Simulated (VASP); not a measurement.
Given:

```yaml
crystal:
  lattice:
    - [1.39043, -2.37023, 0.00000]
    - [1.39043, 2.37023, 0.00000]
    - [0.00000, 0.00000, 4.51287]
  atoms:
    - { symbol: Tc, position: [0.33333, 0.66667, 0.25000] }
    - { symbol: Tc, position: [0.69333, 0.35999, 0.75000] }
```

These are PBE GGA with spin-orbit coupling, VASP's PBE PAW potentials (set 64) (plane waves; VASP) values and carry that method's errors. Settings: 400 eV cut-off, 14×14×7 Γ-centred mesh, first-order Methfessel-Paxton smearing of 0.10 eV, potentials Tc_pv.

Q: Which forces act on the atoms, in eV/Å?

A: 
```json
[
 {"atom": "Tc1", "Fx": "0.198", "Fy": "0.080", "Fz": "0.000"},
 {"atom": "Tc2", "Fx": "-0.198", "Fy": "-0.080", "Fz": "0.000"}
]
```

Q: Give the stress tensor in GPa (positive for a compressed cell).

A: 
```
 -9.21   -1.36    0.00
 -1.36   -4.88    0.00
  0.00    0.00  -15.06
```
The pressure is its mean diagonal, -9.71 GPa.

The compound is Tc in the hcp structure. The cell was not relaxed at this level, atoms are displaced from their ideal sites. The run is one of a series of settings (GGA_COMPAT = .FALSE., LSORBIT = .TRUE., MAGMOM = 0 0 0 0 0 0, program vasp_ncl against the base run), some of them coarse on purpose.
